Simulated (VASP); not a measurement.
Input:

```
CELL_PARAMETERS angstrom
      4.13668     0.00000     0.00000
      0.00000     4.13668     0.00000
      0.00000     0.00000     4.13668
ATOMIC_POSITIONS crystal
  Sc 0.00000 0.00000 0.00000
  Al 0.00000 0.50000 0.50000
  Al 0.50000 0.00000 0.50000
  Al 0.50000 0.50000 0.00000
```

Level of theory: vdW-DF2, VASP's PBE PAW potentials (set 64) (plane waves; VASP). Numerical set-up: 520 eV cut-off, Gaussian smearing of 0.050 eV, potentials Sc_sv Al.

Question: Give the energies of bands 5 to 13 at the high-symmetry points, in eV from the Fermi level.

Answer: 
```tsv
band	Γ	X	M	R
5	-9.78	-7.97	-6.55	-4.76
6	-2.55	-7.14	-5.56	-4.76
7	-2.55	-1.63	-5.56	-4.76
8	-1.74	-1.63	-4.15	-4.19
9	-1.74	-1.30	-0.49	-2.81
10	-1.74	0.52	-0.49	-2.81
11	1.27	1.03	1.24	-2.81
12	1.27	1.03	1.41	1.06
13	1.27	1.57	2.04	2.48
```

It has no gap at this level: it comes out as a metal or semimetal.

The compound is Al3Sc in the L1_2 structure. It was relaxed first.
